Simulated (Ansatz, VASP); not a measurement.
Two plane-wave programs on Ga2Te3O

INCAR

```
  ALGO = Normal
  EDIFF = 1E-6
  ENCUT = 520
  GGA = PE
  ISIF = 2
  ISMEAR = 0
  LASPH = True
  LCHARG = False
  LREAL = False
  LWAVE = False
  NBANDS = 34
  NELM = 60
  PREC = Accurate
  SIGMA = 0.1
```

KPOINTS

```
k-points
0
Gamma
  3 3 4
```

The input POSCAR:

```
Ga2Te3O
1.0
    6.1950682700      0.0000000000      0.0000000000
   -3.0975341400      5.3650865000      0.0000000000
    0.0000000000      0.0000000000      4.5755635000
Ga Te O
2 3 1
Direct
    0.6666666700      0.3333333300      0.4961477200
    0.3333333300      0.6666666700      0.4961477200
    0.0000000000      0.5000000000      0.9950230700
    0.5000000000      0.0000000000      0.9950230700
    0.5000000000      0.5000000000      0.9950230700
    0.0000000000      0.0000000000      0.1926302600
```

Input for Ansatz:

```yaml
crystal:
  lattice:
    - [6.19506827, 0.0, 0.0]
    - [-3.09753414, 5.3650865, 0.0]
    - [0.0, 0.0, 4.5755635]
  atoms:
    - { symbol: Ga, position: [0.66666667, 0.33333333, 0.49614772] }
    - { symbol: Ga, position: [0.33333333, 0.66666667, 0.49614772] }
    - { symbol: Te, position: [0.0, 0.5, 0.99502307] }
    - { symbol: Te, position: [0.5, 0.0, 0.99502307] }
    - { symbol: Te, position: [0.5, 0.5, 0.99502307] }
    - { symbol: O, position: [0.0, 0.0, 0.19263026] }
basis:
  ecutwfc: 420
kpoints:
  mp_grid: { grid: [3, 3, 4] }
hamiltonian:
  xc: pbe
scf:
  occupations: { method: gaussian, width: 0.1 }
  lower_state_search: "off"
output:
  forces: true
  stress: true
  eigenvalues: true
```

Change from the starting cell: species swapped into the NaSn2Pd3 type (P6mm, No. 183).

Alike in both runs: task single point; functional PBE; k mesh 3 × 3 × 4; occupations gaussian, width 0.1 eV; no spin polarisation.

```csv
,VASP,Ansatz
version,VASP 6.6.1,Ansatz 0.2.0
potentials or method,"VASP PAW PBE potentials, release 64 (Ga_d, Te, O)","scalar-relativistic, plane waves, PAW"
plane-wave cutoff (eV),520,420
valence electrons in the cell,50,80
```

```csv
,VASP,Ansatz,Ansatz less VASP
gap on the k mesh at the Fermi level (eV),none,none,-
pressure (GPa),5.5,5.5,-0.01
largest component of the traceless stress (GPa),1.82,1.75,-0.068
rms of the force components (eV/Å),0.166,0.165,-0.0009
```

Atom by atom the forces differ by 0.002 eV/Å (rms over components). A gap of «none» marks a metal or a gap that the smearing closes. With one functional, cell and mesh, what is left measures potentials, basis and numerics. The two sets of potentials don't hold the same shells in valence.

Caveats: the k mesh is coarse (spacing up to 0.39 Å⁻¹), so the values aren't converged. The runs have no spin-orbit coupling, so splittings on Te are missing.
